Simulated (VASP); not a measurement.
Runs of VASP 6.6.1 on BN. It takes space group P6_3mc (No. 186, hexagonal). The conventional cell has a = 2.516 Å, b = 2.516 Å, c = 4.162 Å, α = 90.00°, β = 90.00°, γ = 120.00°. B (site symmetry 3m) is surrounded by 4 N at 1.54 to 1.56 Å. N (site symmetry 3m) has 4 B at 1.54 to 1.56 Å as nearest neighbours. Measurements of this composition are mostly on another form, of space group No. 194.

```tsv
task	cell	k mesh	cutoff (eV)	target pressure	gap on the mesh (eV)	pressure (GPa)
single point	P6_3mc, 5.7 Å³/atom	12 × 12 × 6	520	-	5.11	12.9
relaxation of cell and atoms	relaxed to 1e-06 GPa	18 × 18 × 8	600	1e-06 GPa	5.18	-0.1
relaxation of cell and atoms	relaxed to 12.5 GPa	12 × 12 × 6	600	12.5 GPa	5.11	12.5
single point	P6_3mc, 5.88 Å³/atom	18 × 18 × 8	520	-	5.18	(a)
```

Alike in all rows: level PBE+D4; potentials or basis VASP PAW PBE potentials, release 64 (B, N); no spin polarisation; smearing gaussian 0.02 eV.

Problem. Estimate the missing entries.

Solution. (a) 0.3.

Caveats: the cell is relaxed towards a set pressure, so the enthalpy falls and the energy may rise (some runs).

A k mesh can miss the band edges.
